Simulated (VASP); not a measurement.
Calculation: LDA (Ceperley-Alder, Perdew-Zunger), VASP's LDA PAW potentials (set 64) (plane waves; VASP).

A VASP calculation is set up with these files.

**KPOINTS**
```
Automatic mesh
0
Gamma
14 14 8
0 0 0
```

INCAR:
```
# general
SYSTEM   =  Sc
PREC     =  Accurate
ENCUT    =  500   # plane-wave cut-off (eV)
LREAL    =  .FALSE.   # projection in real space or not
LASPH    =  .TRUE.

# electronic loop
EDIFF    =  1E-6
NELM     =  100
ALGO     =  Normal
LMAXMIX  =  4

# smearing
ISMEAR   =  1
SIGMA    =  0.1   # width (eV)

# ions
IBRION   =  2
NSW      =  40   # most ionic steps
ISIF     =  3   # ions, shape and volume
EDIFFG   =  -0.02
PSTRESS  =  200   # kbar

# output
LWAVE    =  .FALSE.
LCHARG   =  .FALSE.
```

### POSCAR
```
Sc
1
    1.4982293431    -2.5950092609    -0.0000000000
    1.4982293431     2.5950092609     0.0000000000
   -0.0000000000     0.0000000000     4.6072741912
Sc
2
Direct
  0.3333330000   0.6666670000   0.2500000000
  0.6666670000   0.3333330000   0.7500000000
```

POTCAR, in this order: Sc_sv (LDA.64 set). Program: vasp_std.

The run wrote:

### OSZICAR
```
       N       E                     dE             d eps       ncg     rms          rms(c)
DAV:   1     0.365831390330E+03    0.36583E+03   -0.11035E+04  3616   0.168E+03
DAV:   2     0.780584084853E+01   -0.35803E+03   -0.35292E+03  4978   0.691E+02
DAV:   3    -0.135870046911E+02   -0.21393E+02   -0.20819E+02  6092   0.211E+02
DAV:   4    -0.138877579565E+02   -0.30075E+00   -0.30010E+00  5260   0.204E+01
DAV:   5    -0.138941670985E+02   -0.64091E-02   -0.64071E-02  6044   0.307E+00    0.114E+01
DAV:   6    -0.130926157669E+02    0.80155E+00   -0.16181E+00  4552   0.194E+01    0.409E+00
DAV:   7    -0.129585169024E+02    0.13410E+00   -0.45185E-01  4685   0.943E+00    0.637E-01
DAV:   8    -0.129477364352E+02    0.10780E-01   -0.15475E-02  5466   0.195E+00    0.139E-01
DAV:   9    -0.129476063970E+02    0.13004E-03   -0.11505E-03  5066   0.508E-01    0.149E-02
DAV:  10    -0.129476188669E+02   -0.12470E-04   -0.28438E-05  5998   0.896E-02    0.301E-03
DAV:  11    -0.129476190895E+02   -0.22261E-06   -0.28502E-07  2710   0.875E-03
   1 F= -.84755276E+01 E0= -.84763088E+01  d E =-.847553E+01
```

File OUTCAR:
```
------------------------ aborting loop because EDIFF is reached ----------------------------------------
  FORCE on cell =-STRESS in cart. coord.  units (eV):
  Direction    XX          YY          ZZ          XY          YZ          ZX
  --------------------------------------------------------------------------------------
  Total        4.4724836      4.4724833      4.5025887      0.0000000      0.0000000      0.0000000
  in kB      200.0175349    200.0175222    201.3638924      0.0000000      0.0000000      0.0000000
  external PRESSURE =       0.4663165 kB  Pullay stress =     200.0000000 kB
  volume of cell :       35.83
      direct lattice vectors                 reciprocal lattice vectors
     1.498229343 -2.595009261  0.000000000     0.333727278 -0.192677540  0.000000000
     1.498229343  2.595009261  0.000000000     0.333727278  0.192677540  0.000000000
     0.000000000  0.000000000  4.607274191     0.000000000  0.000000000  0.217048076
 POSITION                                       TOTAL-FORCE (eV/Angst)
 -----------------------------------------------------------------------------------
      1.49823      0.86500      1.15182        -0.000000     -0.000000      0.000000
      1.49823     -0.86500      3.45546         0.000000      0.000000      0.000000
 -----------------------------------------------------------------------------------
    total drift:                                0.000076      0.000608     -0.000016
  FREE ENERGIE OF THE ION-ELECTRON SYSTEM (eV)
  ---------------------------------------------------
  free  energy   TOTEN  =       -12.9476190895 eV

  energy  without entropy=      -12.9499625799  energy(sigma->0) =      -12.94840025
  enthalpy is  TOTEN    =        -8.4755276114 eV   P V=        4.4720914781

 reached required accuracy - stopping structural energy minimisation
```
(Selected blocks of OUTCAR.)

### OUTCAR
```
 val. band max:        5.5365905775   @ k =   0.5000   0.0000   0.1250

 cond. band min:       5.5679714053   @ k =   0.4286   0.0000   0.2500


 Fermi energy:         5.5556770520

 k-point     1 :       0.0000    0.0000    0.0000
  band No.  band energies     occupation
      1     -42.5759      2.00000
      2     -42.2908      2.00000
      3     -22.1623      2.00000
      4     -21.1717      2.00000
      5     -21.1717      2.00000
      6     -20.9844      2.00000
      7     -20.9844      2.00000
      8     -20.9018      2.00000
      9       0.0862      2.00000
     10       3.3985      2.00000
     11       7.3983     -0.00000
     12       7.3983     -0.00000
     13       7.5006     -0.00000
     14       7.9288      0.00000
     15       8.1222      0.00000

 k-point     2 :       0.0714   -0.0000    0.0000
  band No.  band energies     occupation
      1     -42.5667      2.00000
      2     -42.2880      2.00000
      3     -22.1433      2.00000
      4     -21.2089      2.00000
      5     -21.1848      2.00000
      6     -21.0236      2.00000
      7     -20.9880      2.00000
      8     -20.9109      2.00000
      9       0.2376      2.00000
     10       3.5215      2.00000
     11       7.1058     -0.00000
     12       7.2162     -0.00000
     13       7.5191     -0.00000
     14       8.0192      0.00000
     15       8.1464      0.00000

 k-point     3 :       0.1429   -0.0000    0.0000
  band No.  band energies     occupation
      1     -42.5406      2.00000
      2     -42.2803      2.00000
      3     -22.0881      2.00000
      4     -21.3137      2.00000
      5     -21.2202      2.00000
      6     -21.1306      2.00000
      7     -20.9991      2.00000
      8     -20.9382      2.00000
      9       0.6736      2.00000
     10       3.8516      2.00000
     11       6.5716     -0.00000
     12       6.5852     -0.00000
     13       7.7749      0.00000
     14       7.8736      0.00000
     15       8.1072      0.00000
...
```

The compound is Sc in the hcp structure. It was relaxed first under an external pressure of 20 GPa.
